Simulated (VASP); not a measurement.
Consider the following.

```yaml
crystal:
  lattice:
    - [-3.02503, 3.02503, 5.73298]
    - [3.02503, -3.02503, 5.73298]
    - [3.02503, 3.02503, -5.73298]
  atoms:
    - { symbol: Cd, position: [0.00000, 0.00000, 0.00000] }
    - { symbol: Cd, position: [0.75000, 0.25000, 0.50000] }
    - { symbol: Ge, position: [0.50000, 0.50000, 0.00000] }
    - { symbol: Ge, position: [0.25000, 0.75000, 0.50000] }
    - { symbol: As, position: [0.87500, 0.84823, 0.47323] }
    - { symbol: As, position: [0.15177, 0.62500, 0.02677] }
    - { symbol: As, position: [0.37500, 0.40177, 0.52677] }
    - { symbol: As, position: [0.59823, 0.12500, 0.97323] }
```

The numbers are results of PBE GGA, VASP's PBE PAW potentials (set 64) (plane waves; VASP 6.6.1), not measurements. Run with 400 eV cut-off, 6×6×6 Γ-centred mesh, tetrahedra with Blöchl corrections, potentials Cd Ge_d As.

### Question
Estimate the energy per atom (σ→0).

### Answer

```json
{
  "energy per atom (σ→0)": "-3.745 eV/atom"
}
```

The compound is CdGeAs2 in the chalcopyrite structure. It was relaxed first, which changed the volume by +6 %.
